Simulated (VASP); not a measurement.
Here is the system:

```
BaHfO3
1.0
    4.17239     0.00000     0.00000
    0.00000     4.17239     0.00000
    0.00000     0.00000     4.17239
Ba Hf O
1 1 3
Direct
  0.00000   0.00000   0.00000
  0.50000   0.50000   0.50000
  0.50000   0.00000   0.50000
  0.00000   0.50000   0.50000
  0.50000   0.50000   0.00000
```

The numbers are results of r2SCAN meta-GGA, VASP's PBE PAW potentials (set 64) (plane waves; VASP 6.6.1), not measurements. Settings: 520 eV cut-off, 5×5×5 Γ-centred mesh, Gaussian smearing of 0.050 eV, potentials Ba_sv Hf_pv O.

### Question
Give the energy at these volumes per atom, relative to the lowest: 13.64, 14.08, 14.51, 14.95, 15.38 Å³.

### Answer
32.9, 8.0, 0.0, 6.3, 24.7 meV/atom. A third-order Birch-Murnaghan fit gives B0 = 174 GPa and B0′ = 4.5.

Measured: a 4.171 Å (computed value off by +0.0 %), as given by Zhao et al., (2008), arXiv:0809.3506. The calculation is for a static lattice, while the measured a holds thermal and zero-point effects, which are part of the difference.

The compound is BaHfO3 in the cubic perovskite structure. It was relaxed first.
